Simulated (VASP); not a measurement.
Energy against volume of Mg$_{3}$Sb$_{2}$ (a-la2o3). All values below come from TPSS meta-GGA, VASP's PBE PAW potentials (set 64) (plane waves; VASP). Settings: 520 eV cut-off, 6×6×3 Γ-centred mesh, Gaussian smearing of 0.050 eV, potentials Mg Sb.

Shape and ions are relaxed at each volume.

```json
[
 {"V (Å³/atom)": "25.704", "E (eV/atom)": "-8.44982"},
 {"V (Å³/atom)": "26.499", "E (eV/atom)": "-8.45328"},
 {"V (Å³/atom)": "27.294", "E (eV/atom)": "-8.45022"},
 {"V (Å³/atom)": "28.089", "E (eV/atom)": "-8.44159"}
]
```

Q: Fit these four points and predict the energy of the run at 24.909 Å³/atom.

A: A cubic in V^(−2/3), the third-order Birch-Murnaghan form, passes through the four points with V0 = 26.50 Å³/atom and B0 = 44 GPa, and gives -8.4387 eV/atom there. The run gave -8.4387 eV/atom, -0.0 meV/atom from the fit; all five points give B0 = 44 GPa.

The compound is Mg3Sb2 in the a-la2o3 structure. It was relaxed first.
